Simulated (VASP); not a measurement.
# NdH2: structure and properties in VASP, part 2 of 10

What structure does NdH2 take at this level, and what are its properties? The start is a cell from a database of measured crystal structures.

VASP 6.6.1, plane waves and PAW; the level of theory is named at each step.

Still holding for the runs below: DFT+U on an f shell has many metastable occupations, and no search among them was made.

So far, moment of the cell, from the last line of the log (μB): step 2 (magnetic order: ferromagnetic) 3.19.

### Step 3. Magnetic order: antiferromagnetic, q = (0, 0, 1/2)

This step: PBEsol, DFT+U (Nd f 5 eV), spin-polarised from an antiferromagnetic start; plane waves and PAW (Nd, H) (VASP 6.6.1).

System of this step: NdH2. It takes space group Fm-3m (No. 225, cubic). Conventional cell: a = 5.470 Å, b = 5.470 Å, c = 5.470 Å, α = 90.00°, β = 90.00°, γ = 90.00°. Nd has 8 H at 2.37 Å nearest. Nearest to H lie 4 Nd at 2.37 Å. Farther neighbours are not listed.

Next, a pattern with opposite moments, which needs a doubled cell; q is given in the reciprocal vectors of the primitive cell.

The input, INCAR:

```
SYSTEM = NdH2
PREC = Accurate
ENCUT = 440
EDIFF = 1E-06
NELM = 150
ISMEAR = 0
SIGMA = 0.05
LREAL = .FALSE.
ALGO = Normal
GGA = PS
NBANDS = 25
ISPIN = 2
MAGMOM = 3 -3 0 0 0 0
LDAU = .TRUE.
LDAUTYPE = 2
LDAUL = 3 -1
LDAUU = 5 0
LDAUJ = 0 0
LDAUPRINT = 1
LASPH = .TRUE.
LMAXMIX = 6
AMIX = 0.2
BMIX = 1E-04
AMIX_MAG = 0.8
BMIX_MAG = 1E-04
LORBIT = 11
LWAVE = .FALSE.
LCHARG = .FALSE.
KPAR = 8
ISIF = 2
```

The input, POSCAR:

```
NdH2
1.0
    0.0000000000      2.7350000000      2.7350000000
    2.7350000000      0.0000000000      2.7350000000
    5.4700000000      5.4700000000      0.0000000000
Nd H
2 4
Direct
    0.0000000000      0.0000000000      0.0000000000
    0.0000000000      0.0000000000      0.5000000000
    0.2500000000      0.2500000000      0.1250000000
    0.2500000000      0.2500000000      0.6250000000
    0.7500000000      0.7500000000      0.3750000000
    0.7500000000      0.7500000000      0.8750000000
```

The input, KPOINTS:

```
Automatic mesh
0
Gamma
7 7 7
0 0 0
```

PAW data sets: Nd and H (PBE family, release 64).

Run with:

```
> mpirun -np 8 vasp_std
```

Output:

```text
[banner, memory and clock lines left out]
running    8 mpi-ranks, on    1 nodes
 distrk:  each k-point on    1 cores,    8 groups
 distr:  one band on    1 cores,    1 groups

 POSCAR found type information on POSCAR NdH
 POSCAR found :  2 types and       6 ions
 [... a notice as in an earlier step ...]

 [... a notice as in an earlier step ...]

 LDA part: xc-table for (Slater+PW92), standard interpolation
 POSCAR, INCAR and KPOINTS ok, starting setup
 FFT: planning ... GRIDC
 FFT: planning ... GRID_SOFT
 FFT: planning ... GRID
 WAVECAR not read
 entering main loop
       N       E                     dE             d eps       ncg     rms          rms(c)
DAV:   1     0.351872813772E+03    0.35187E+03   -0.10016E+04  4872   0.263E+03
DAV:   2     0.350705173695E+02   -0.31680E+03   -0.30844E+03  6714   0.442E+02
DAV:   3    -0.212034256760E+02   -0.56274E+02   -0.54483E+02  7945   0.257E+02
DAV:   4    -0.261972058407E+02   -0.49938E+01   -0.42404E+01  8646   0.693E+01
DAV:   5    -0.271426141281E+02   -0.94541E+00   -0.86800E+00  8126   0.178E+01    0.593E+01
DAV:   6    -0.260275375312E+02    0.11151E+01   -0.23410E+02  7218   0.141E+02    0.731E+01
DAV:   7    -0.253222629379E+02    0.70527E+00   -0.13365E+01  8658   0.804E+01    0.649E+01
DAV:   8    -0.255897617677E+02   -0.26750E+00   -0.60998E+00  7874   0.201E+01    0.756E+01
DAV:   9    -0.106453108987E+02    0.14944E+02   -0.15562E+02  8586   0.117E+02    0.407E+01
DAV:  10    -0.579730871477E+01    0.48480E+01   -0.42100E+00  8702   0.382E+01    0.299E+01
DAV:  11    -0.203623832893E+01    0.37611E+01   -0.25822E+00  7130   0.545E+01    0.177E+01
DAV:  12    -0.160813905255E+02   -0.14045E+02   -0.34283E+00  8718   0.539E+01    0.152E+01
DAV:  13    -0.192802983209E+02   -0.31989E+01   -0.17640E+00  8112   0.105E+01    0.135E+01
DAV:  14    -0.265521506672E+02   -0.72719E+01   -0.12815E+00  7976   0.208E+01    0.103E+01
DAV:  15    -0.278790838293E+02   -0.13269E+01   -0.54861E-01  8584   0.150E+01    0.101E+01
DAV:  16    -0.279211580530E+02   -0.42074E-01   -0.69995E-02  8285   0.514E+00    0.884E+00
DAV:  17    -0.279900614712E+02   -0.68903E-01   -0.33823E-02  8604   0.406E+00    0.804E+00
DAV:  18    -0.278843692748E+02    0.10569E+00   -0.26987E-01  7959   0.135E+01    0.665E+00
DAV:  19    -0.278078304096E+02    0.76539E-01   -0.19113E-01  8615   0.118E+01    0.637E+00
DAV:  20    -0.278482271409E+02   -0.40397E-01   -0.37874E-02  7949   0.587E+00    0.576E+00
DAV:  21    -0.280443773296E+02   -0.19615E+00   -0.51650E-02  8464   0.621E+00    0.540E+00
DAV:  22    -0.284652168682E+02   -0.42084E+00   -0.33367E-01  8704   0.232E+01    0.263E+00
DAV:  23    -0.285469485038E+02   -0.81732E-01   -0.76804E-02  8431   0.693E+00    0.263E+00
DAV:  24    -0.286674922150E+02   -0.12054E+00   -0.26824E-02  8126   0.519E+00    0.193E+00
DAV:  25    -0.287485876966E+02   -0.81095E-01   -0.10843E-02  8018   0.421E+00    0.160E+00
DAV:  26    -0.288951169942E+02   -0.14653E+00   -0.74806E-02  8728   0.124E+01    0.119E+00
DAV:  27    -0.289338654512E+02   -0.38748E-01   -0.20466E-02  8093   0.422E+00    0.836E-01
DAV:  28    -0.289487190430E+02   -0.14854E-01   -0.63047E-03  8224   0.396E+00    0.994E-01
DAV:  29    -0.289493937291E+02   -0.67469E-03   -0.16053E-02  7902   0.481E+00    0.470E-01
DAV:  30    -0.289548298918E+02   -0.54362E-02   -0.14929E-03  8600   0.171E+00    0.513E-01
[...]
DAV:  66    -0.290207337494E+02    0.32836E-03   -0.13259E-03  8360   0.254E+00    0.301E-01
DAV:  67    -0.290212875915E+02   -0.55384E-03   -0.53746E-04  8338   0.694E-01    0.190E-01
DAV:  68    -0.290211599479E+02    0.12764E-03   -0.37153E-04  8414   0.146E+00    0.178E-01
DAV:  69    -0.290212203602E+02   -0.60412E-04   -0.13321E-04  8183   0.145E-01    0.159E-01
DAV:  70    -0.290211973404E+02    0.23020E-04   -0.73023E-04  8196   0.213E+00    0.126E-01
DAV:  71    -0.290212726883E+02   -0.75348E-04   -0.49118E-04  8646   0.916E-01    0.749E-02
DAV:  72    -0.290213207027E+02   -0.48014E-04   -0.52483E-05  8472   0.288E-01    0.386E-02
DAV:  73    -0.290213252945E+02   -0.45918E-05   -0.78874E-06  5904   0.177E-01    0.329E-02
DAV:  74    -0.290213254618E+02   -0.16736E-06   -0.13108E-05  5470   0.175E-01    0.274E-02
DAV:  75    -0.290213216725E+02    0.37893E-05   -0.49917E-06  5216   0.564E-02    0.227E-02
DAV:  76    -0.290213262819E+02   -0.46093E-05   -0.42594E-06  5744   0.119E-01    0.188E-02
DAV:  77    -0.290213258206E+02    0.46125E-06   -0.56477E-07  3992   0.805E-02
   1 F= -.29021326E+02 E0= -.29020175E+02  d E =-.230250E-02  mag=     0.0000
```

It took 3 min on 8 MPI ranks of AMD EPYC 7R43, shared host; peak memory 2.7 GiB; 24 min of CPU time.

Parts of OUTCAR (step 3):

```text
  LATTYP: Found a trigonal (rhomboedric) cell.
 ALAT       =     6.6993544465
 COS(alpha) =     0.8333333333

 Subroutine GETGRP returns: Found 12 space group operations
 (whereof 12 operations were pure point group operations)

The static configuration has the point symmetry D_3d.

 Found     44 irreducible k-points:

   k-points           NKPTS =     44   k-points in BZ     NKDIM =     44   number of bands    NBANDS=     25

   dimension x,y,z NGX =    28 NGY =   28 NGZ =   54
   dimension x,y,z NGXF=    56 NGYF=   56 NGZF=  108

   ENCUT  =  440.0 eV  32.34 Ry    5.69 a.u.   6.62  6.62 13.23*2*pi/ulx,y,z

   NELECT =      32.0000    total number of electrons

atom =   1  type =  1  l = 3

 onsite density matrix

spin component  1

  0.4436  0.0003 -0.1904  0.0577  0.0695 -0.1318  0.4096
  0.0003  0.0219  0.0003  0.0004  0.0003 -0.0000 -0.0003
 -0.1904  0.0003  0.5419 -0.3054  0.1261 -0.2818 -0.0695
  0.0577  0.0004 -0.3054  0.2961 -0.3054  0.0000 -0.0577
  0.0695  0.0003  0.1261 -0.3054  0.5419  0.2818  0.1904
 -0.1318 -0.0000 -0.2818  0.0000  0.2818  0.6894 -0.1318
  0.4096 -0.0003 -0.0695 -0.0577  0.1904 -0.1318  0.4436

spin component  2

  0.0031  0.0002  0.0023 -0.0001 -0.0001  0.0001 -0.0002
  0.0002  0.0137  0.0001  0.0002  0.0001 -0.0000 -0.0002
  0.0023  0.0001  0.0019  0.0001 -0.0002  0.0001  0.0001
 -0.0001  0.0002  0.0001  0.0049  0.0001  0.0000  0.0001
 -0.0001  0.0001 -0.0002  0.0001  0.0019 -0.0001 -0.0023
  0.0001 -0.0000  0.0001  0.0000 -0.0001  0.0002  0.0001
 -0.0002 -0.0002  0.0001  0.0001 -0.0023  0.0001  0.0031

 occupancies and eigenvectors

  o =  0.0001  v =  0.0000  0.0000  0.0000  0.0000  0.0000  0.0000  0.0000  0.3536  0.0000 -0.4564 -0.0000  0.4564  0.5774  0.3536      0.0000  0.0000  0.0000  0.0000  0.0000  0.0000  0.0000  0.0000  0.0000  0.0000  0.0000  0.0000  0.0000  0.0000
  o =  0.0002  v =  0.0000  0.0000  0.0000  0.0000  0.0000  0.0000  0.0000 -0.3001 -0.0000  0.3104 -0.0017 -0.2745  0.8142 -0.2744      0.0000  0.0000  0.0000  0.0000  0.0000  0.0000  0.0000  0.0000  0.0000  0.0000  0.0000  0.0000  0.0000  0.0000
  o =  0.0002  v =  0.0000  0.0000  0.0000  0.0000  0.0000  0.0000  0.0000 -0.4009 -0.0000  0.5653 -0.0554  0.5836 -0.0255  0.4189      0.0000  0.0000  0.0000  0.0000  0.0000  0.0000  0.0000  0.0000  0.0000  0.0000  0.0000  0.0000  0.0000  0.0000
  o =  0.0048  v =  0.0000  0.0000  0.0000  0.0000  0.0000  0.0000  0.0000 -0.4560  0.0421 -0.3532 -0.5768 -0.3532  0.0000  0.4560      0.0000  0.0000  0.0000  0.0000  0.0000  0.0000  0.0000  0.0000  0.0000  0.0000  0.0000  0.0000  0.0000  0.0000
  o =  0.0049  v =  0.0000  0.0000  0.0000  0.0000  0.0000  0.0000  0.0000  0.5257 -0.0000  0.3636 -0.7575  0.0297  0.0204 -0.1279      0.0000  0.0000  0.0000  0.0000  0.0000  0.0000  0.0000  0.0000  0.0000  0.0000  0.0000  0.0000  0.0000  0.0000
  o =  0.0049  v =  0.0000  0.0000  0.0000  0.0000  0.0000  0.0000  0.0000  0.3736 -0.0000  0.3443  0.2996 -0.4999  0.0516  0.6321      0.0000  0.0000  0.0000  0.0000  0.0000  0.0000  0.0000  0.0000  0.0000  0.0000  0.0000  0.0000  0.0000  0.0000
  o =  0.0100  v =  0.5781  0.0000 -0.0277 -0.5850 -0.3286  0.1520 -0.4379  0.0000  0.0000  0.0000  0.0000  0.0000  0.0000  0.0000      0.0000  0.0000  0.0000  0.0000  0.0000  0.0000  0.0000  0.0000  0.0000  0.0000  0.0000  0.0000  0.0000  0.0000
  o =  0.0100  v =  0.0928 -0.0000  0.5684  0.1704 -0.4646  0.5218  0.3887  0.0000  0.0000  0.0000  0.0000  0.0000  0.0000  0.0000      0.0000  0.0000  0.0000  0.0000  0.0000  0.0000  0.0000  0.0000  0.0000  0.0000  0.0000  0.0000  0.0000  0.0000
  o =  0.0133  v = -0.4547  0.0860 -0.3522 -0.5752 -0.3522  0.0000  0.4547  0.0000  0.0000  0.0000  0.0000  0.0000  0.0000  0.0000      0.0000  0.0000  0.0000  0.0000  0.0000  0.0000  0.0000  0.0000  0.0000  0.0000  0.0000  0.0000  0.0000  0.0000
  o =  0.0138  v =  0.0000  0.0000  0.0000  0.0000  0.0000  0.0000  0.0000 -0.0192 -0.9991 -0.0149 -0.0243 -0.0149  0.0000  0.0192      0.0000  0.0000  0.0000  0.0000  0.0000  0.0000  0.0000  0.0000  0.0000  0.0000  0.0000  0.0000  0.0000  0.0000
  o =  0.0219  v = -0.0392 -0.9963 -0.0304 -0.0496 -0.0304 -0.0000  0.0392  0.0000  0.0000  0.0000  0.0000  0.0000  0.0000  0.0000      0.0000  0.0000  0.0000  0.0000  0.0000  0.0000  0.0000  0.0000  0.0000  0.0000  0.0000  0.0000  0.0000  0.0000
  o =  0.9735  v =  0.3536 -0.0000 -0.4564 -0.0000  0.4564  0.5774  0.3536  0.0000  0.0000  0.0000  0.0000  0.0000  0.0000  0.0000      0.0000  0.0000  0.0000  0.0000  0.0000  0.0000  0.0000  0.0000  0.0000  0.0000  0.0000  0.0000  0.0000  0.0000
  o =  0.9749  v =  0.3968 -0.0000  0.3722 -0.3104  0.2944 -0.5002  0.5205  0.0000  0.0000  0.0000  0.0000  0.0000  0.0000  0.0000      0.0000  0.0000  0.0000  0.0000  0.0000  0.0000  0.0000  0.0000  0.0000  0.0000  0.0000  0.0000  0.0000  0.0000
  o =  0.9749  v =  0.4079  0.0000 -0.4520  0.4462 -0.5061 -0.3480  0.2301  0.0000  0.0000  0.0000  0.0000  0.0000  0.0000  0.0000      0.0000  0.0000  0.0000  0.0000  0.0000  0.0000  0.0000  0.0000  0.0000  0.0000  0.0000  0.0000  0.0000  0.0000

atom =   2  type =  1  l = 3

 onsite density matrix

spin component  1

  0.0031  0.0002  0.0023 -0.0001 -0.0001  0.0001 -0.0002
  0.0002  0.0137  0.0001  0.0002  0.0001  0.0000 -0.0002
  0.0023  0.0001  0.0019  0.0001 -0.0002  0.0001  0.0001
 -0.0001  0.0002  0.0001  0.0049  0.0001  0.0000  0.0001
[...]
o =  0.0100  v =  0.0000  0.0000  0.0000  0.0000  0.0000  0.0000  0.0000  0.3799 -0.0000  0.4711 -0.1587 -0.5677  0.5247  0.1043      0.0000  0.0000  0.0000  0.0000  0.0000  0.0000  0.0000  0.0000  0.0000  0.0000  0.0000  0.0000  0.0000  0.0000
  o =  0.0133  v =  0.0000  0.0000  0.0000  0.0000  0.0000  0.0000  0.0000 -0.4547  0.0860 -0.3522 -0.5752 -0.3522  0.0000  0.4547      0.0000  0.0000  0.0000  0.0000  0.0000  0.0000  0.0000  0.0000  0.0000  0.0000  0.0000  0.0000  0.0000  0.0000
  o =  0.0138  v = -0.0192 -0.9991 -0.0149 -0.0243 -0.0149 -0.0000  0.0192  0.0000  0.0000  0.0000  0.0000  0.0000  0.0000  0.0000      0.0000  0.0000  0.0000  0.0000  0.0000  0.0000  0.0000  0.0000  0.0000  0.0000  0.0000  0.0000  0.0000  0.0000
  o =  0.0219  v =  0.0000  0.0000  0.0000  0.0000  0.0000  0.0000  0.0000 -0.0392 -0.9963 -0.0304 -0.0496 -0.0304 -0.0000  0.0392      0.0000  0.0000  0.0000  0.0000  0.0000  0.0000  0.0000  0.0000  0.0000  0.0000  0.0000  0.0000  0.0000  0.0000
  o =  0.9735  v =  0.0000  0.0000  0.0000  0.0000  0.0000  0.0000  0.0000  0.3536  0.0000 -0.4564 -0.0000  0.4564  0.5774  0.3536      0.0000  0.0000  0.0000  0.0000  0.0000  0.0000  0.0000  0.0000  0.0000  0.0000  0.0000  0.0000  0.0000  0.0000
  o =  0.9749  v =  0.0000  0.0000  0.0000  0.0000  0.0000  0.0000  0.0000 -0.3176 -0.0000  0.5189 -0.5005  0.5558  0.2377 -0.1182      0.0000  0.0000  0.0000  0.0000  0.0000  0.0000  0.0000  0.0000  0.0000  0.0000  0.0000  0.0000  0.0000  0.0000
  o =  0.9749  v =  0.0000  0.0000  0.0000  0.0000  0.0000  0.0000  0.0000 -0.4722 -0.0000 -0.2713  0.2120 -0.1840  0.5611 -0.5567      0.0000  0.0000  0.0000  0.0000  0.0000  0.0000  0.0000  0.0000  0.0000  0.0000  0.0000  0.0000  0.0000  0.0000

 E-fermi :   3.9359

 spin component 1
 k-point     1 :       0.0000    0.0000    0.0000
  band No.  band energies     occupation
    ...
     11      -0.3404      1.00000
     12      -0.3087      1.00000
     13      -0.3085      1.00000
     14       1.2388      1.00000
     15       2.0471      1.00000
     16       4.8434      0.00000
     17       4.8442      0.00000
     18       4.8977      0.00000
     19       4.9214      0.00000
     20       4.9214      0.00000
    ...

 k-point     2 :       0.1429    0.0000    0.0000
  band No.  band energies     occupation
    ...
     11      -0.3663      1.00000
     12      -0.3099      1.00000
     13      -0.3003      1.00000
     14       0.8657      1.00000
     15       1.3509      1.00000
     16       4.2621      0.00000
     17       4.7906      0.00000
     18       4.8469      0.00000
     19       4.9670      0.00000
     20       5.2186      0.00000
    ...

 k-point     3 :       0.2857    0.0000    0.0000
  band No.  band energies     occupation
    ...
     12      -0.3163      1.00000
     13      -0.3102      1.00000
     14       0.4650      1.00000
     15       0.7281      1.00000
     16       3.2699      1.00000
     17       4.7575      0.00000
     18       4.8749      0.00000
     19       4.9652      0.00000
     20       5.2094      0.00000
     21       5.3724      0.00000
    ...

 k-point     4 :       0.4286    0.0000    0.0000
  band No.  band energies     occupation
    ...
     12      -0.4261      1.00000
     13      -0.3097      1.00000
     14       1.0741      1.00000
     15       1.1360      1.00000
     16       2.4236      1.00000
     17       4.7774      0.00000
     18       4.9261      0.00000
     19       4.9658      0.00000
     20       5.1528      0.00000
     21       5.1567      0.00000
    ...

  Total       -1.4746891     -1.4746891     -1.4746891      0.0629629     -0.0629629     -0.0629629
  in kB      -28.8721466    -28.8721466    -28.8721466      1.2327161     -1.2327161     -1.2327161
  external PRESSURE =     -28.8721466 kB  Pullay stress =       0.0000000 kB

  energy-cutoff  :      440.00
  volume of cell :       81.83
      direct lattice vectors                 reciprocal lattice vectors
     0.000000000  2.735000000  2.735000000    -0.182815356  0.182815356  0.182815356
     2.735000000  0.000000000  2.735000000     0.182815356 -0.182815356  0.182815356
     5.470000000  5.470000000  0.000000000     0.091407678  0.091407678 -0.091407678

 POSITION                                       TOTAL-FORCE (eV/Angst)
 -----------------------------------------------------------------------------------
      0.00000      0.00000      0.00000        -0.000000      0.000000     -0.000000
      2.73500      2.73500      0.00000        -0.000000     -0.000000     -0.000000
      1.36750      1.36750      1.36750         0.015294      0.015294     -0.015294
      4.10250      4.10250      1.36750         0.015294      0.015294     -0.015294
      4.10250      4.10250      4.10250        -0.015294     -0.015294      0.015294
      6.83750      6.83750      4.10250        -0.015294     -0.015294      0.015294
 -----------------------------------------------------------------------------------
    total drift:                               -0.000000      0.000000      0.000000

  FREE ENERGIE OF THE ION-ELECTRON SYSTEM (eV)
  ---------------------------------------------------
  free  energy   TOTEN  =       -29.0213258206 eV

  energy  without entropy=      -29.0190233169  energy(sigma->0) =      -29.02017457

 total charge
# of ion       s       p       d       f       tot
--------------------------------------------------
    1        1.970   5.366   0.562   3.004  10.902
    2        1.970   5.366   0.562   3.004  10.902
    3        0.535   0.005   0.000   0.000   0.539
    4        0.535   0.005   0.000   0.000   0.539
    5        0.535   0.005   0.000   0.000   0.539
    6        0.535   0.005   0.000   0.000   0.539
--------------------------------------------------
tot          6.078  10.752   1.123   6.008  23.961

 magnetization (x)
# of ion       s       p       d       f       tot
--------------------------------------------------
    1       -0.010  -0.112   0.074   2.947   2.898
    2        0.010   0.112  -0.074  -2.947  -2.898
    3       -0.006   0.000   0.000   0.000  -0.005
    4        0.006  -0.000   0.000   0.000   0.005
    5        0.006  -0.000   0.000   0.000   0.005
    6       -0.006   0.000   0.000   0.000  -0.005
--------------------------------------------------
tot          0.000  -0.000  -0.000   0.000  -0.000

[... 6 further parts left out ...]
```

At this level the cell is under a tension of 2.9 GPa, so at these settings it is away from equilibrium.

This step gave:

```yaml
scf_cycles: 77
electrons: 32
bands: 25
irreducible_k_points: 44
symmetry_operations: 12
free_energy_toten: -29.02 eV
energy_at_zero_smearing: -29.02 eV
fermi_energy: 3.936 eV
pressure: -2.887 GPa
```

Spin moment in the PAW sphere by atom:

```
atom  spin moment in the PAW sphere (μB)
 Nd1                                2.90
 Nd2                               -2.90
  H3                               -0.01
  H4                                0.01
  H5                                0.01
  H6                               -0.01
```

The energy lies +14.5 meV an atom from the first pattern. The run ends antiferromagnetic with a largest moment of 2.90 μB, and the mesh shows no gap.

(Continued in part 3 of 10.)

[Lines on the potential files, build, host, timing and source positions are cut from VASP's logs without a mark.]

[Logs are printed without paths, hosts, clocks, repeated set-up lines and the standing remarks that a program may print on its own settings, such as how far it seeks lower states.]

[Hosts, paths, dates, database ids (printed as entryN), source tags and the programs' standing remarks are cut or masked in the printed files.]

[A measured line is paired with the nearest computed mode of its activity, which favours agreement.]
